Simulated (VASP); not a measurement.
A VASP calculation is set up with these files.

KPOINTS:
```
kpoints
0
gamma
 8 8 8
0 0 0
```

### POSCAR
```
LaP
1
    0.0000000000     3.3108643142     3.3108643142
    3.3108643142     0.0000000000     3.3108643142
    3.3108643142     3.3108643142     0.0000000000
La P
1 1
Direct
  0.0000000000   0.0000000000   0.0000000000
  0.2500000000   0.2500000000   0.2500000000
```

### INCAR
```
ALGO=Normal
EDIFF=1E-7
ENCUT=400
GGA=PE
ISIF=2
ISMEAR=-5
LASPH=.TRUE.
LCHARG=.TRUE.
LMAXMIX=6
LORBIT=11
LREAL=.FALSE.
LWAVE=.FALSE.
NEDOS=601
NELM=100
PREC=Accurate
SYSTEM=LaP
```

POTCAR, in this order: La P (PBE.64 set). Program: vasp_std.

Translate this PBE calculation to Quantum ESPRESSO's pw.x.

One equivalent input (not run):
```
&CONTROL
  calculation = 'scf'
  pseudo_dir = './pseudo'
  outdir = './out'
  tprnfor = .true.
  tstress = .true.
/
&SYSTEM
  ibrav = 0
  nat = 2
  ntyp = 2
  ecutwfc = 110
  occupations = 'tetrahedra'
  input_dft = 'pbe'
/
&ELECTRONS
  conv_thr = 7.3e-09
  electron_maxstep = 100
/
ATOMIC_SPECIES
  La 138.905 La.upf
  P 30.974 P.upf
CELL_PARAMETERS angstrom
     0.0000000    3.3108643    3.3108643
     3.3108643    0.0000000    3.3108643
     3.3108643    3.3108643    0.0000000
ATOMIC_POSITIONS crystal
  La   0.0000000  0.0000000  0.0000000
  P    0.2500000  0.2500000  0.2500000
K_POINTS automatic
  8 8 8 0 0 0
```
The two are equivalent in intent, not identical: the potentials are each code's own (VASP's PAW set, PseudoDojo norm-conserving files in pw.x), so ENCUT and ecutwfc are chosen apart and not converted; conv_thr bounds pw.x's estimated SCF error, while EDIFF bounds the energy change between steps.

The structure was generated: LaP was put into the zinc blende type (F-43m), which need not be its known phase. It was relaxed first, which changed the volume by -24 %.
